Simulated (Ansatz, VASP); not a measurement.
# GaH2N (H-GaN-H chair, 1 layer) in two plane-wave programs, part 2 of 2

Wanted: the spread between two codes on one cell, functional and k mesh. Of the first pair: The structure shown is the start of the Ansatz relaxation below; VASP solves that cell, so the two are compared at the walk's first step.

VASP 6.6.1 and Ansatz 0.2.0.

So far: The structure; Ansatz: relaxation, PBE; VASP: single point, PBE, start cell, pair 1.

### Step 4. Side by side

Known differences besides the potentials themselves: the cutoff is 420 eV in Ansatz and 520 eV in VASP. Total energies have different zeros and are not compared.

Forces (eV/Å; atoms numbered as in POSCAR):

```tsv
atom	Ansatz x, y, z	VASP x, y, z
H1	0.000, 0.000, -0.330	0.000, 0.000, -0.348
H2	0.000, 0.000, 0.339	0.000, 0.000, 0.304
N3	0.000, 0.000, -0.974	0.000, 0.000, -0.995
Ga4	0.000, 0.000, 0.965	0.000, 0.000, 1.039
```

The forces differ by 25 meV/Å r.m.s., which is 5.8 % of the r.m.s. force of 0.436 eV/Å (both taken over all components). With vacuum in the cell, a pressure given here is an average over mostly empty space and none of the material.

### Step 5. Ansatz: relaxation, PBE

This run makes the geometry at which the two programs are then compared.

The structure compared here is the end of the Ansatz relaxation.

The input, input.yaml:

```yaml
crystal:
  lattice:
    - [3.1845, 0.0, 0.0]
    - [-1.59225, 2.7578578984, 0.0]
    - [0.0, 0.0, 20.1933333333]
  atoms:
    - { symbol: H, position: [0.6666666667, 0.3333333333, 0.4209310003] }
    - { symbol: "N", position: [0.6666666667, 0.3333333333, 0.4714427204] }
    - { symbol: Ga, position: [0.3333333333, 0.6666666667, 0.5033014196] }
    - { symbol: H, position: [0.3333333333, 0.6666666667, 0.5790689997] }
kpoints:
  mp_grid: { grid: [12, 12, 1] }
hamiltonian:
  xc: pbe
scf:
  occupations: { method: fermi_dirac, width: 0.05 }
  convergence: { dr2_threshold: 1.0e-08 }
efield:
  axis: 3
  dipole_correction: true
  ramp_position: 0.97
  ramp_width: 0.04
relax:
  f_tol: 0.01
  cell: { fix: [c, alpha, beta] }
output:
  write_potential: true
  write_density: true
  volumetric_format: npy
```

Started as:

```sh
$ ansatz run input.yaml --threads 4 --pin off --max-ram 8192MiB --backend cpu --events-out ev --progress --plain --runs-dir out
```

Numbers of over 12 decimals in the logs are rounded to 6 here.

The log of the run:

```text
[...]
Crystal: 4 atoms, lattice volume = 177.346 Å³
Basis set: ecut = 420 eV, 3487 PW (Γ), exchange–correlation on 48×48×270 points (8 copies of the dense FFT grid, shifted against one another)
[...]
cell:  # Å, volume = 181.6043 Å³
    - [3.222506, 2.813035857271209e-18, 0]
    - [-1.611253, 2.790772, 0]
    - [0, 0, 20.1933333333]
  atoms:
    - { symbol: H, position: [0.666667, 0.333333, 0.418685] }
    - { symbol: N, position: [0.666667, 0.333333, 0.469433] }
    - { symbol: Ga, position: [0.333333, 0.666667, 0.504952] }
    - { symbol: H, position: [0.333333, 0.666667, 0.581674] }
[key lines of the parts left out:]
SCF converged after 7 iterations
Free energy (F): -4199.624925 eV
Fermi energy:    -2.222280 eV
Dipole field:    D = -0.163187 V/Å  (p = -0.163775 e·Å, saw-weighted, corrected)
Work function:   Φ+ = 5.9437 eV   Φ− = 2.6485 eV
P = ⅓ Tr σ = 0.0259 GPa (0.259 kbar)
```

### Step 6. VASP: single point, PBE, relaxed cell, pair 2

The same cell, functional, mesh and smearing now go to VASP, with its own data sets.

The input, INCAR:

```
SYSTEM = GaH2N
PREC = Accurate
ENCUT = 600
EDIFF = 1E-06
NELM = 120
ISMEAR = -1
SIGMA = 0.05
LREAL = .FALSE.
ALGO = Normal
GGA = PE
NBANDS = 16
LORBIT = 11
LWAVE = .FALSE.
LCHARG = .FALSE.
ISIF = 2
LDIPOL = .TRUE.
IDIPOL = 3
DIPOL = 0.5 0.5 0.493
LVHAR = .TRUE.
LASPH = .TRUE.
GGA_COMPAT = .FALSE.
EFERMI = MIDGAP
NELMDL = -8
```

The input, POSCAR:

```
GaH2N
1.0
    3.2225063617      0.0000000000      0.0000000000
   -1.6112531809      2.7907723731      0.0000000000
    0.0000000000      0.0000000000     20.1933333333
H N Ga
2 1 1
Direct
    0.6666666667      0.3333333333      0.4186845278
    0.3333333333      0.6666666667      0.5816739349
    0.6666666667      0.3333333333      0.4694332417
    0.3333333333      0.6666666667      0.5049524356
```

The input, KPOINTS:

```
Automatic mesh
0
Gamma
12 12 1
0 0 0
```

PAW data sets: H, N and Ga_d (PBE family, release 64).

Started as:

```sh
$ mpirun -np 1 vasp_std
```

The log of the run:

```text
[... set-up lines as in an earlier step ...]
 entering main loop
       N       E                     dE             d eps       ncg     rms          rms(c)
DAV:   1     0.136468958833E+03    0.13647E+03   -0.93322E+03   616   0.119E+03
DAV:   2     0.344644405825E+00   -0.13612E+03   -0.12996E+03   760   0.268E+02
DAV:   3    -0.207421745981E+02   -0.21087E+02   -0.20922E+02   744   0.101E+02
DAV:   4    -0.216348299104E+02   -0.89266E+00   -0.89186E+00   904   0.256E+01
[...]
DAV:  24    -0.189041227861E+02   -0.65078E-05   -0.19855E-07   552   0.516E-03    0.320E-04
DAV:  25    -0.189041247874E+02   -0.20013E-05   -0.50855E-08   664   0.244E-03    0.275E-04
DAV:  26    -0.189041257347E+02   -0.94724E-06   -0.22397E-08   616   0.127E-03
   1 F= -.18904126E+02 E0= -.18904126E+02  d E =-.982274E-14
```

From OUTCAR (step 6):

```text
  Total        0.0083147      0.0083147     -0.0375200     -0.0000000      0.0000000     -0.0000000
  in kB        0.0733553      0.0733553     -0.3310145     -0.0000000      0.0000000     -0.0000000
  external PRESSURE =      -0.0614347 kB  Pullay stress =       0.0000000 kB

 POSITION                                       TOTAL-FORCE (eV/Angst)
 -----------------------------------------------------------------------------------
      1.61125      0.93026      8.45464        -0.000000      0.000000     -0.017663
     -0.00000      1.86051     11.74594        -0.000000     -0.000000     -0.030830
      1.61125      0.93026      9.47942         0.000000     -0.000000     -0.018674
     -0.00000      1.86051     10.19667         0.000000     -0.000000      0.067167
 -----------------------------------------------------------------------------------
    total drift:                                0.000000     -0.000000      0.000224

  FREE ENERGIE OF THE ION-ELECTRON SYSTEM (eV)
  ---------------------------------------------------
  free  energy   TOTEN  =       -18.9041257347 eV

  energy  without entropy=      -18.9041257347  energy(sigma->0) =      -18.90412573

[... 1 part as in an earlier step ...]

[... 2 further parts left out ...]
[key lines of the parts left out:]
E-fermi :  -2.8362
```

### Step 7. Side by side

What differs besides the data sets and the points named for the pairs above, as far as they apply: the cutoff is 420 eV in Ansatz and 600 eV in VASP; Ansatz's pressure holds a Pulay correction, VASP's none. Total energies have different zeros and are not compared.

The two programs side by side:

```tsv
quantity	Ansatz	VASP	difference
pressure (GPa)	0.03	-0.01	+0.03
gap on the k mesh (eV)	2.982	2.982	0.000
```

Forces (eV/Å; atoms numbered as in POSCAR):

```tsv
atom	Ansatz x, y, z	VASP x, y, z
H1	0.000, 0.000, -0.004	0.000, 0.000, -0.018
H2	0.000, 0.000, -0.001	0.000, 0.000, -0.031
N3	0.000, 0.000, 0.001	0.000, 0.000, -0.019
Ga4	0.000, 0.000, 0.003	0.000, 0.000, 0.067
```

The forces differ by 22 meV/Å r.m.s., where the r.m.s. force is 0.002 eV/Å in Ansatz and 0.023 eV/Å in VASP: the atoms lie near their places of rest in Ansatz, so a percentage would say little (all taken over all components). A gap on the mesh is an upper bound, since the band edges may lie between its points. With vacuum in the cell, a pressure given here is an average over mostly empty space and none of the material.

### Step 8. Outcome

```
r.m.s. force difference (single point, PBE, start cell, pair 1)   : 5.8 % of the r.m.s. force
r.m.s. force difference (single point, PBE, relaxed cell, pair 2) : 22 meV/Å
```

The r.m.s. force difference is 5.8 % of the r.m.s. force (single point, PBE, start cell, pair 1), beyond the 3 % picked in this series as the mark of a large difference. What causes the difference of the single point, PBE, start cell, pair 1 pair stays open here. What causes the difference of the single point, PBE, relaxed cell, pair 2 pair stays open here. Such differences can come from data sets, numerical settings and the points named under the comparisons, not from the functional's error against experiment.

[Lines on the potential files, build, host, timing and source positions are cut from VASP's logs without a mark.]

[Logs are printed without paths, hosts, clocks, repeated set-up lines and the standing remarks that a program may print on its own settings, such as how far it seeks lower states.]

[Hosts, paths, dates, database ids (printed as entryN), source tags and the programs' standing remarks are cut or masked in the printed files.]
